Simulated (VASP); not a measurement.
Data:

```yaml
crystal:
  lattice:
    - [4.08545, 0.00000, 0.00000]
    - [0.00000, 4.08545, 0.00000]
    - [0.00000, 0.00000, 4.08545]
  atoms:
    - { symbol: Sc, position: [0.00000, 0.00000, 0.00000] }
    - { symbol: Al, position: [0.00000, 0.50000, 0.50000] }
    - { symbol: Al, position: [0.50000, 0.00000, 0.50000] }
    - { symbol: Al, position: [0.50000, 0.50000, 0.00000] }
```

All values below come from MS2 meta-GGA, VASP's PBE PAW potentials (set 64) (plane waves; VASP). Settings: 520 eV cut-off, 9×9×9 Γ-centred mesh, tetrahedra with Blöchl corrections, potentials Sc_sv Al.

The cores are frozen, which limits the accuracy of field gradients.

**Question.** Give the principal components of the electric field gradient (V/Å²) and the asymmetry η at each nucleus.

**Answer.** 
```tsv
atom	Vxx	Vyy	Vzz	η
Sc1	0.0	0.0	0.0	-
Al2	-9.8	-9.8	19.5	0.00
Al3	-9.8	-9.8	19.5	0.00
Al4	-9.8	-9.8	19.5	0.00
```

The compound is Al3Sc in the L1_2 structure. It was relaxed first.
